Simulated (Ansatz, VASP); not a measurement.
# Cross-check of Cu (Cu(100)) between VASP and Ansatz, part 2 of 2

One calculation is typed for both programs; each brings its own data sets and cutoff. How far apart do they land?  The structure shown is the end of the VASP relaxation below.

VASP 6.6.1 and Ansatz 0.2.0.

So far: Set-up; VASP: relaxation, PBEsol.

### 3. Ansatz: single point, PBEsol

Level of this step: Ansatz beside VASP: Kohn-Sham DFT, plane waves, PBEsol (Ansatz).

Ansatz runs on its default PAW (the set named soft_2) files.

The same cell, functional, mesh and smearing now go to Ansatz, which takes its cutoff from its data sets.

The input, input.yaml:

```yaml
crystal:
  lattice:
    - [5.0400547, 0.0, 0.0]
    - [0.0, 5.0400547, 0.0]
    - [0.0, 0.0, 20.34578528]
  atoms:
    - { symbol: Cu, position: [0.25, 0.25, 0.36862672] }
    - { symbol: Cu, position: [0.75, 0.25, 0.36862672] }
    - { symbol: Cu, position: [0.25, 0.75, 0.36862672] }
    - { symbol: Cu, position: [0.75, 0.75, 0.36862672] }
    - { symbol: Cu, position: [0.0, 0.0, 0.45620891] }
    - { symbol: Cu, position: [0.5, 0.0, 0.45620891] }
    - { symbol: Cu, position: [0.0, 0.5, 0.45620891] }
    - { symbol: Cu, position: [0.5, 0.5, 0.45620891] }
    - { symbol: Cu, position: [0.25, 0.25, 0.54509469] }
    - { symbol: Cu, position: [0.75, 0.25, 0.54509469] }
    - { symbol: Cu, position: [0.25, 0.75, 0.54509469] }
    - { symbol: Cu, position: [0.75, 0.75, 0.54509469] }
    - { symbol: Cu, position: [0.0, 0.0, 0.6307197] }
    - { symbol: Cu, position: [0.5, 0.0, 0.6307197] }
    - { symbol: Cu, position: [0.0, 0.5, 0.6307197] }
    - { symbol: Cu, position: [0.5, 0.5, 0.6307197] }
hamiltonian:
  xc: pbesol
  pseudopotentials: { kind: paw }
kpoints:
  mp_grid: { grid: [5, 5, 1] }
scf:
  occupations: { method: methfessel_paxton, width: 0.15 }
  n_extra_bands: 8
efield:
  axis: 3
  dipole_correction: true
  ramp_width: 0.04
output:
  forces: true
  eigenvalues: true
  write_density: true
  write_potential: true
  elf: true
  volumetric_format: npy
```

The run is started by

```console
$ ansatz run input.yaml --threads 8 --pin off --max-ram 18432MiB --backend cpu --events-out ev --progress --plain --runs-dir out
```

Numbers of over 12 decimals in the logs are rounded to 6 here.

What it wrote:

```text
scf.n_extra_bands = 8 over 152 filled bands (N_el = 304.0): the run solves 160 bands
Engine: ansatz 0.2.0, aarch64-unknown-linux-gnu
Pseudopotentials: kind: paw
Pseudopotential: Cu, paw, valence charge 19, recommended cutoff 420 eV (normal), Cu.paw.azcp
Functional definition: PBEsol
  exchange = pbesol_x
  correlation = pbesol_c
Crystal: 16 atoms, lattice volume = 516.827 Å³
Basis set: ecut = 420 eV, 10103 PW (Γ), exchange–correlation on 72×72×288 points (8 copies of the dense FFT grid, shifted against one another)
Bands: 160, of which v1, the nominal top of the filled ones, is band 152 counted from 1 (151 counted from 0)
Symmetry: 32 space group operations
Space group: P4mm (ITA 99), of the structure as read, at distance tolerance 8.0e-5 Å
k-points: 6 of 25
Non-local potential: Cu, projectors of the file, l = 0: 3, l = 1: 2, l = 2: 3, l = 3: 1
PAW form: soft (Blöchl's): semilocal exchange-correlation on the pseudo side does not see the compensation charge
PAW frozen core: Cu, regenerated for the run's functional, and the local potential with it (the file was generated under x = pbe(κ = 0.804, μ = 0.219515), c = pbe(β = 0.066725))
PAW one-centre angular grid: Cu, 590 points (default); XC on 64 Gauss nodes
Initial density: superposition of atomic densities (neutral atoms: chi_scale 0, normalization atom), corrected by the library's trained network
Initial wavefunctions: pseudopotential atomic-orbital guess
Functional: x = pbesol(κ = 0.804, μ = 0.123457), c = pbesol(β = 0.046)
SCF iter   1: F=—  HF=-105414.543521 eV  |F-HF|=—  |Δ(HF+E_count)|=         —  Δρ=1.31e-2  dr2=6.09e-1  ethr=1.77e-3  p=0.004 e·Å  D=1.29e-3 V/Å  ΔV_dip=-0.03 eV  dr2_dipole=7.12e-6  V_vac-E_F(+/−)=4.51/4.54 eV  ⟨swp⟩=6.3  Hψ=3919  notcnv=0
efield: sawtooth ramp at fractional position 0.9797 (placed from the atoms, in the widest stretch of the axis that holds none; the zero of the levels goes with the place), width 0.0400; the density the first Hamiltonian is built on has a dipole p = 0.004 e·Å; the dipole correction subtracts the counter field D = 1.29e-3 V/Å, which shifts the + side's vacuum level by -0.03 eV against the − side's; the planar-averaged density in the ramp window peaks in size at 5.5e-5 e/Å³
preconditioner: auto → LDOS  [metal: Δε(μ)=0.030 eV  Ē_g=4.421 eV  σ=0.150 eV  W_gap=0.17  n_scr=124 (ndim 8)  ℏωp=21.7 eV  f_vac=0.592  D(μ)=6.58/eV (n_scr^D=28)  β→1.0]
SCF iter   2: F=—  HF=-105415.417525 eV  |F-HF|=—  |Δ(HF+E_count)|=   8.74e-1  S|Δr|=    0.00e0  Δρ=3.68e-2  dr2=3.94e0  ethr=2.00e-4  p=-0.002 e·Å  D=-7.80e-4 V/Å  ΔV_dip=0.02 eV  dr2_dipole=1.04e-3  V_vac-E_F(+/−)=4.98/4.96 eV  ⟨swp⟩=3.0  Hψ=2403  notcnv=0  defer=6  recentre
SCF iter   3: F=—  HF=-105414.459387 eV  |F-HF|=—  |Δ(HF+E_count)|=   9.58e-1  S|Δr|=    0.00e0  Δρ=3.26e-3  dr2=3.46e-2  ethr=2.00e-4  p=0.002 e·Å  D=7.79e-4 V/Å  ΔV_dip=-0.02 eV  dr2_dipole=2.57e-4  V_vac-E_F(+/−)=4.65/4.67 eV  ⟨swp⟩=2.7  Hψ=2178  notcnv=0  defer=1
SCF iter   4: F=—  HF=-105414.451150 eV  |F-HF|=—  |Δ(HF+E_count)|=   8.24e-3  S|Δr|=    0.00e0  Δρ=1.11e-3  dr2=4.77e-3  ethr=1.14e-5  p=0.002 e·Å  D=6.27e-4 V/Å  ΔV_dip=-0.01 eV  dr2_dipole=4.18e-5  V_vac-E_F(+/−)=4.68/4.70 eV  ⟨swp⟩=3.0  Hψ=1667  notcnv=0  defer=1
SCF iter   5: F=—  HF=-105414.451040 eV  |F-HF|=—  |Δ(HF+E_count)|=   1.10e-4  S|Δr|=    0.00e0  Δρ=3.88e-4  dr2=7.41e-4  ethr=1.57e-6  p=0.002 e·Å  D=7.75e-4 V/Å  ΔV_dip=-0.02 eV  dr2_dipole=3.31e-5  V_vac-E_F(+/−)=4.70/4.71 eV  ⟨swp⟩=2.3  Hψ=1478  notcnv=0  defer=1
SCF iter   6: F=—  HF=-105414.451084 eV  |F-HF|=—  |Δ(HF+E_count)|=   4.45e-5  S|Δr|=    0.00e0  Δρ=1.30e-4  dr2=9.30e-5  ethr=2.44e-7  p=0.002 e·Å  D=8.14e-4 V/Å  ΔV_dip=-0.02 eV  dr2_dipole=1.87e-6  V_vac-E_F(+/−)=4.70/4.72 eV  ⟨swp⟩=2.5  Hψ=1484  notcnv=0  defer=1
SCF iter   7: F=—  HF=-105414.451297 eV  |F-HF|=—  |Δ(HF+E_count)|=   2.13e-4  S|Δr|=    0.00e0  Δρ=4.98e-5  dr2=1.86e-5  ethr=3.06e-8  p=0.002 e·Å  D=8.39e-4 V/Å  ΔV_dip=-0.02 eV  dr2_dipole=4.46e-7  V_vac-E_F(+/−)=4.71/4.73 eV  ⟨swp⟩=2.3  Hψ=1476  notcnv=0  defer=1
SCF iter   8: F=—  HF=-105414.451310 eV  |F-HF|=—  |Δ(HF+E_count)|=   1.28e-5  S|Δr|=    0.00e0  Δρ=4.53e-5  dr2=6.66e-6  ethr=6.12e-9  p=0.002 e·Å  D=8.51e-4 V/Å  ΔV_dip=-0.02 eV  dr2_dipole=1.45e-7  V_vac-E_F(+/−)=4.72/4.73 eV  ⟨swp⟩=3.2  Hψ=1876  notcnv=0  defer=1
SCF iter   9: F=—  HF=-105414.451309 eV  |F-HF|=—  |Δ(HF+E_count)|=   7.09e-7  S|Δr|=    0.00e0  Δρ=1.57e-5  dr2=8.40e-7  ethr=2.19e-9  p=0.002 e·Å  D=8.65e-4 V/Å  ΔV_dip=-0.02 eV  dr2_dipole=2.72e-8  V_vac-E_F(+/−)=4.72/4.73 eV  ⟨swp⟩=2.2  Hψ=1458  notcnv=0  defer=2
SCF iter  10: F=—  HF=-105414.451309 eV  |F-HF|=—  |Δ(HF+E_count)|=   4.00e-8  S|Δr|=    0.00e0  Δρ=9.37e-6  dr2=4.33e-7  ethr=2.76e-10  p=0.002 e·Å  D=8.62e-4 V/Å  ΔV_dip=-0.02 eV  dr2_dipole=1.79e-8  V_vac-E_F(+/−)=4.72/4.73 eV  ⟨swp⟩=2.8  Hψ=1776  notcnv=0  defer=2
SCF iter  11: F=-105414.451309 eV  HF=-105414.451309 eV  |F-HF|=7.87e-8  |Δ(HF+E_count)|=   2.71e-7  S|Δr|=    0.00e0  Δρ=1.53e-6  dr2=9.10e-9  ethr=3.29e-11  p=0.002 e·Å  D=8.66e-4 V/Å  ΔV_dip=-0.02 eV  dr2_dipole=1.18e-10  V_vac-E_F(+/−)=4.72/4.73 eV  ⟨swp⟩=13.0  Hψ=7875  notcnv=0
SCF 1 converged in 11 iterations: F = -105414.451309 eV  dr2 = 9.10e-9
  greatest PAW one-centre occupation: 1.000 electrons in one spin orbital (limit 2), on the Cu atom at site 3 (counted from 0), in its partial waves of l = 0
WARN: The output density's exchange-correlation potential varies sharply where the density is thin. Do not read a vacuum level from v_tot or v_xc, or from such a field of the output density. On a cell that repeats whose density bears no net charge and no dipole along the vacuum's axis use v_es (v_loc + v_h of the components); under efield.dipole_correction with no amplitude use v_es + v_field, which holds any externa [...]
SCF converged after 11 iterations
Stability not checked: this state was not tested for a lower state beside it, because cold or Methfessel-Paxton smearing, or corrected tetrahedra, fill the levels in a way that the test cannot read (fill_not_monotonic; see scf.lower_state_search)
Free energy (F): -105414.451309 eV
Harris-Foulkes:  -105414.451309 eV  (|F-HF|=7.87e-8)
Internal energy: -105414.437969 eV  (E = F + TS)
E sigma→0 (E₀):  -105414.447974 eV
Entropy (-TS):   -0.013341 eV (-0.834 meV/atom)
Fermi energy:    3.117696 eV
Step filling:    the computed levels leave a gap of 0.0019 eV = 0.0 smearing widths at the electron count; against every level under it full and every level over it empty, smearing changes F+E_penalty+E_count by -13.726 meV and its σ→0 estimate by -10.391 meV
Dipole field:    D = 0.000875 V/Å  (p = 0.002499 e·Å, saw-weighted, corrected)
Work function:   Φ+ = 4.7162 eV   Φ− = 4.7340 eV
Levels:          The Fermi level and band energies are counted from a zero that moves with the ramp; work functions are not
--- Per-component energies (eV) ---
  E_band       = -9827.936811
  E_kinetic    = 4802.175098
  E_local      = -547240.551329  (includes V_loc(G=0)·N_el)
  E_nonlocal   = 6292.051441
  E_hartree    = 267693.787762
  E_xc         = -1414.671713
  E_vxc        = -1833.125415  (∫ρ·V_xc dr)
  E_paw        = -26045.814536  (= ΣΔE_a)
  E_vpaw       = -7236.097320  (= ΣTr[D̂ρ^β])
  E_aug_tail   = 0.003772  (compensation charges beyond the density's cutoff)
  E_efield     = 0.000001  (sawtooth field / dipole correction)
  E_vefield    = -0.002645  (∫n·V_field dr)
  E_ewald      = 190495.282300
  E_core_change = 3.299235  (= ΣΔE_core)
  E_smearing   = -0.013341  (= −TS)
  E_closure    = 0.000000  (closes the sum)
  Σ components = -105414.451309   (vs F -105414.451309, Δ=0.00e0)
--- Forces (eV/Å), atoms counted from 1 ---
  atom   1  Cu     0.00000000    -0.00000000     0.21482770
  atom   2  Cu     0.00000000    -0.00000000     0.21482770
  atom   3  Cu     0.00000000     0.00000000     0.21482770
  atom   4  Cu     0.00000000     0.00000000     0.21482770
  atom   5  Cu    -0.00000000     0.00000000    -0.17687022
  atom   6  Cu    -0.00000000     0.00000000    -0.17687022
  atom   7  Cu    -0.00000000     0.00000000    -0.17687022
  atom   8  Cu    -0.00000000     0.00000000    -0.17687022
  atom   9  Cu     0.00000000    -0.00000000     0.01083405
  atom  10  Cu     0.00000000    -0.00000000     0.01083405
  atom  11  Cu     0.00000000    -0.00000000     0.01083405
  atom  12  Cu     0.00000000    -0.00000000     0.01083405
  atom  13  Cu    -0.00000000    -0.00000000    -0.04878768
  atom  14  Cu    -0.00000000    -0.00000000    -0.04878768
  atom  15  Cu    -0.00000000    -0.00000000    -0.04878768
  atom  16  Cu    -0.00000000    -0.00000000    -0.04878768
  max |Σ_I F_I| component: 1.54e-5 eV/Å
--- Band table (eV; the first three rows and the last of 6) ---
  k-point 0: bands = [... 148 lower, 2.7762, 2.7762, 2.7800, 2.7800, 3.0682, 3.0682, 3.0906, 3.0906, ... 4 higher]
  k-point 1: bands = [... 148 lower, 1.9122, 3.0402, 3.0902, 3.0925, 3.2042, 3.4561, 3.4729, 4.7122, ... 4 higher]
  k-point 2: bands = [... 148 lower, 1.7946, 2.4205, 3.5840, 3.5873, 3.9082, 4.2622, 4.2637, 4.5068, ... 4 higher]
  k-point 5: bands = [... 148 lower, 1.6604, 2.0041, 2.0041, 2.6624, 2.6942, 3.5223, 3.5223, 4.5733, ... 4 higher]
```

Wall time 14 s (8 threads of Arm Neoverse V2, shared host); peak memory 2.5 GiB.

The column dr2 measures how far the density is from self-consistency, as an energy; F and HF (Harris–Foulkes) agree once it is small.

### 4. Comparison

Known differences besides the PAW data sets themselves: the data sets hold 304 valence electrons in Ansatz (default PAW (the set named soft_2) files) and 176 in VASP; the cutoff is 420 eV in Ansatz and 330 eV in VASP (PREC = Normal, projectors in real space); Ansatz makes its cores anew for this functional, VASP keeps those of its PBE data sets. Total energies have different zeros and are not compared.

Forces on 10 of the 16 atoms, picked by the larger force of the two programs (eV/Å; atoms numbered as in POSCAR):

| atom | Ansatz x, y, z | VASP x, y, z |
| --- | --- | --- |
| Cu1 | 0.000, 0.000, 0.215 | 0.000, 0.000, 0.166 |
| Cu2 | 0.000, 0.000, 0.215 | 0.000, 0.000, 0.166 |
| Cu3 | 0.000, 0.000, 0.215 | 0.000, 0.000, 0.166 |
| Cu4 | 0.000, 0.000, 0.215 | 0.000, 0.000, 0.166 |
| Cu5 | 0.000, 0.000, -0.177 | 0.000, 0.000, -0.181 |
| Cu6 | 0.000, 0.000, -0.177 | 0.000, 0.000, -0.181 |
| Cu7 | 0.000, 0.000, -0.177 | 0.000, 0.000, -0.181 |
| Cu8 | 0.000, 0.000, -0.177 | 0.000, 0.000, -0.181 |
| Cu13 | 0.000, 0.000, -0.049 | 0.000, 0.000, 0.009 |
| Cu16 | 0.000, 0.000, -0.049 | 0.000, 0.000, 0.009 |

The forces differ by 22 meV/Å r.m.s., which is 30.8 % of the r.m.s. force of 0.07 eV/Å (both taken over all components, held atoms included).

### 5. Looking for the cause

The difference is large enough to ask for its cause, so further runs change the set-up of one program at a time, as the table lists.

| run | r.m.s. force difference (meV/Å) |
| --- | --- |
| as above | 22 |
| cores kept as stored, as VASP does, whose cores stay as stored | 21 |
| Ansatz's larger PAW set (cutoff 1050 eV) | 22 |
| norm-conserving potentials (cutoff 1252 eV) | 26 |

### 6. What came out

* r.m.s. force difference (single point, PBEsol): 22 meV/Å

**Reading.** The r.m.s. force difference is 22 meV/Å (single point, PBEsol), beyond the 12 meV/Å picked in this series as the mark of a large difference. For single point, PBEsol: no further run halves the r.m.s. force difference; only Ansatz's side was varied, and Ansatz's runs with other potentials lie closer to each other than to VASP, which for this quantity points to VASP's side; this was not tested here. How closely two codes agree says nothing of how well the functional describes the real material.

[Lines on the potential files, build, host, timing and source positions are cut from VASP's logs without a mark.]

[Logs are printed without paths, hosts, clocks, repeated set-up lines and the standing remarks that a program may print on its own settings, such as how far it seeks lower states.]

[Hosts, paths, dates, database ids (printed as entryN), source tags and the programs' standing remarks are cut or masked in the printed files.]
